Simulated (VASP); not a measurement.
These are vdW-DF2, VASP's PBE PAW potentials (set 64) (plane waves; VASP) values and carry that method's errors.

VASP ran on this input.

### KPOINTS
```
K-points
0
gamma
 17 17 17
```

### POSCAR
```
Pt
1
    0.0000000000     2.0540216128     2.0540216128
    2.0540216128     0.0000000000     2.0540216128
    2.0540216128     2.0540216128     0.0000000000
Pt
1
Direct
  0.0000000000   0.0000000000   0.0000000000
```

### INCAR
```
SYSTEM = Pt
PREC = Accurate; ENCUT = 520; LREAL = .FALSE.
LASPH = .TRUE.
EDIFF = 1E-7; NELM = 100; ALGO = Normal
LMAXMIX = 6
ISMEAR = -5
GGA = ML; LUSE_VDW = .TRUE.; AGGAC = 0.0
ZAB_VDW = -1.8867
ISIF = 2
LWAVE = .FALSE.; LCHARG = .TRUE.; LORBIT = 11
NEDOS = 601
```

POTCAR, in this order: Pt (PBE.64 set). Program: vasp_std.

What will the output report for the number of irreducible k-points (NKPTS), largest plane-wave count, number of space-group operations, FFT grid (NGX, NGY, NGZ)?

- number of irreducible k-points (NKPTS): 165
- largest plane-wave count: 489
- number of space-group operations: 48
- FFT grid (NGX, NGY, NGZ): 24 × 24 × 24

The compound is Pt in the fcc structure. It was relaxed first, which changed the volume by +15 %.
